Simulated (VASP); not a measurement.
The system is WC.

```
W C
1.0
     2.90650    0.00000    0.00000
    -1.45325    2.51710    0.00000
     0.00000    0.00000    2.83660
W C
1 1
Direct
  0.00000 0.00000 0.00000
  0.66667 0.33333 0.50000
```

```yaml
Program: VASP 6.6.1
Task: relaxation of cell and atoms
Functional: PBE
Potentials_or_basis: VASP PAW PBE potentials, release 64 (W_sv, C)
Cutoff: 600 eV
k_mesh: 15 × 15 × 13
Occupations: methfessel-paxton, width 0.1 eV
Spin: no spin polarisation
```

At the start: pressure 6.6 GPa; volume 10.38 Å³/atom.

Task: Where does the relaxation end?

Result: Over 6 steps the energy falls by 3.5 meV/atom and the volume is 10.55 Å³/atom (+1.7 %); space group P-6m2 (No. 187, to 0.05 Å).

Step by step:
| step | energy change (eV) | largest force (eV/Å) | pressure (GPa) | volume (Å³) |
| --- | --- | --- | --- | --- |
| 1 | 0.0000 | 0.0000 | 6.59 | 20.75 |
| 2 | 0.0421 | 0.0000 | -15.66 | 22.06 |
| 3 | -0.0070 | 0.0000 | -0.10 | 21.10 |
| 4 | -0.0070 | 0.0000 | 0.01 | 21.10 |
| 5 | -0.0070 | 0.0000 | 0.05 | 21.10 |
| 6 | -0.0070 | 0.0000 | 0.05 | 21.10 |

Final structure:
```cif
data_structure
_symmetry_space_group_name_H-M 'P 1'
_symmetry_Int_Tables_number 1
_cell_length_a 2.9239
_cell_length_b 2.9239
_cell_length_c 2.8496
_cell_angle_alpha 90.000
_cell_angle_beta 90.000
_cell_angle_gamma 120.000
_cell_volume 21.10
loop_
_atom_site_label
_atom_site_type_symbol
_atom_site_fract_x
_atom_site_fract_y
_atom_site_fract_z
_atom_site_occupancy
W1 W 0.00000 0.00000 0.00000 1
C1 C 0.66667 0.33333 0.50000 1
```
